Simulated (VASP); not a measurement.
```
BaF2
1.0
    0.00000     3.11288     3.11288
    3.11288     0.00000     3.11288
    3.11288     3.11288     0.00000
Ba F
1 2
Direct
  0.00000   0.00000   0.00000
  0.25000   0.25000   0.25000
  0.75000   0.75000   0.75000
```

Method: r2SCAN meta-GGA, VASP's PBE PAW potentials (set 64) (plane waves; VASP). Settings: 600 eV cut-off, 6×6×6 Γ-centred mesh, Gaussian smearing of 0.050 eV, potentials Ba_sv F.

Each relaxation starts from this cell; other phases were not tried.

Question: The cell is relaxed at 2 GPa. What happens?

Answer: The volume per atom goes from 20.11 to 19.50 Å³ (-3.0 %), and the cell becomes a = 6.1618 Å, b = 6.1618 Å, c = 6.1618 Å, α = 90.00°, β = 90.00°, γ = 90.00°, space group Fm-3m. The gap on the mesh goes from 7.29 to 7.43 eV.

Question: The cell is relaxed at 5 GPa. What happens?

Answer: The volume per atom goes from 20.11 to 18.75 Å³ (-6.8 %), and the cell becomes a = 6.0822 Å, b = 6.0822 Å, c = 6.0822 Å, α = 90.00°, β = 90.00°, γ = 90.00°, space group Fm-3m. The gap on the mesh goes from 7.29 to 7.59 eV.

Failed runs are left out, and for metals the shear rows, which the mesh's noise covers.

The compound is BaF2 in the fluorite structure.
